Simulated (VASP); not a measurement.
Method: vdW-DF2, VASP's PBE PAW potentials (set 64) (plane waves; VASP).

VASP ran on this input.

**POSCAR**
```
Ni
1
    0.0000000000     1.8387987694     1.8387987694
    1.8387987694     0.0000000000     1.8387987694
    1.8387987694     1.8387987694     0.0000000000
Ni
1
Direct
  0.0000000000   0.0000000000   0.0000000000
```

KPOINTS:
```
Automatic
0
gamma
17 17 17
```

INCAR:
```
SYSTEM = Ni
PREC = Accurate
ENCUT = 520
EDIFF = 1E-7
NELM = 100
ALGO = Normal
LREAL = .FALSE.
LASPH = .TRUE.
ISMEAR = 1
SIGMA = 0.1
GGA = ML
ZAB_VDW = -1.8867
LUSE_VDW = .TRUE.
AGGAC = 0.0
LMAXMIX = 4
ISPIN = 2
MAGMOM = 0.6
LORBIT = 10
LWAVE = .FALSE.
LCHARG = .FALSE.
ISIF = 2
```

POTCAR, in this order: Ni (PBE.64 set). Program: vasp_std.

Output of the run:

OSZICAR:
```
       N       E                     dE             d eps       ncg     rms          rms(c)
DAV:   1     0.273124909957E+02    0.27312E+02   -0.48552E+03  6012   0.139E+03
DAV:   2    -0.238402357304E+01   -0.29697E+02   -0.28630E+02  5995   0.164E+02
DAV:   3    -0.286293675628E+01   -0.47891E+00   -0.47789E+00  6943   0.279E+01
DAV:   4    -0.286795942732E+01   -0.50227E-02   -0.50215E-02  7055   0.254E+00
DAV:   5    -0.286809366567E+01   -0.13424E-03   -0.13424E-03  6857   0.354E-01    0.817E+00
DAV:   6    -0.251134224519E+01    0.35675E+00   -0.16139E+01  6232   0.630E+01    0.632E+00
DAV:   7    -0.210983559649E+01    0.40151E+00   -0.33471E+00  6277   0.270E+01    0.142E+00
DAV:   8    -0.210159205244E+01    0.82435E-02   -0.12812E-02  7569   0.133E+00    0.749E-01
DAV:   9    -0.209950330363E+01    0.20887E-02   -0.20588E-03  7556   0.501E-01    0.218E-01
DAV:  10    -0.209914849441E+01    0.35481E-03   -0.10319E-03  6803   0.343E-01    0.502E-02
DAV:  11    -0.209917438633E+01   -0.25892E-04   -0.29964E-05  6457   0.652E-02    0.377E-02
DAV:  12    -0.209917635124E+01   -0.19649E-05   -0.44469E-06  6423   0.266E-02    0.977E-03
DAV:  13    -0.209917725790E+01   -0.90665E-06   -0.23528E-06  6183   0.170E-02    0.438E-03
DAV:  14    -0.209917711965E+01    0.13825E-06   -0.79173E-08  4374   0.408E-03    0.227E-03
DAV:  15    -0.209917689514E+01    0.22451E-06   -0.43749E-08  3229   0.201E-03    0.771E-04
DAV:  16    -0.209917695856E+01   -0.63422E-07   -0.70837E-09  3068   0.129E-03
   1 F= -.20991770E+01 E0= -.20991208E+01  d E =-.168435E-03  mag=     0.6479
```

OUTCAR:
```
------------------------ aborting loop because EDIFF is reached ----------------------------------------
  FORCE on cell =-STRESS in cart. coord.  units (eV):
  Direction    XX          YY          ZZ          XY          YZ          ZX
  --------------------------------------------------------------------------------------
  Total       -0.5730324     -0.5730324     -0.5730324      0.0000000      0.0000000      0.0000000
  in kB      -73.8341282    -73.8341282    -73.8341282      0.0000000      0.0000000      0.0000000
  external PRESSURE =     -73.8341282 kB  Pullay stress =       0.0000000 kB
  volume of cell :       12.43
      direct lattice vectors                 reciprocal lattice vectors
     0.000000000  1.838798769  1.838798769    -0.271916649  0.271916649  0.271916649
     1.838798769  0.000000000  1.838798769     0.271916649 -0.271916649  0.271916649
     1.838798769  1.838798769  0.000000000     0.271916649  0.271916649 -0.271916649
 POSITION                                       TOTAL-FORCE (eV/Angst)
 -----------------------------------------------------------------------------------
      0.00000      0.00000      0.00000         0.000000      0.000000      0.000000
 -----------------------------------------------------------------------------------
    total drift:                               -0.000000     -0.000000     -0.000000
  FREE ENERGIE OF THE ION-ELECTRON SYSTEM (eV)
  ---------------------------------------------------
  free  energy   TOTEN  =        -2.0991769586 eV

  energy  without entropy=       -2.0990085240  energy(sigma->0) =       -2.09912081

 total charge

# of ion       s       p       d       tot
------------------------------------------
    1        0.453   0.375   8.337   9.165

 magnetization (x)

# of ion       s       p       d       tot
------------------------------------------
    1       -0.005  -0.021   0.696   0.670
```
(Selected blocks of OUTCAR.)

The compound is Ni in the fcc structure. This cell is one point of a volume scan, at 1.06 of the reference volume.
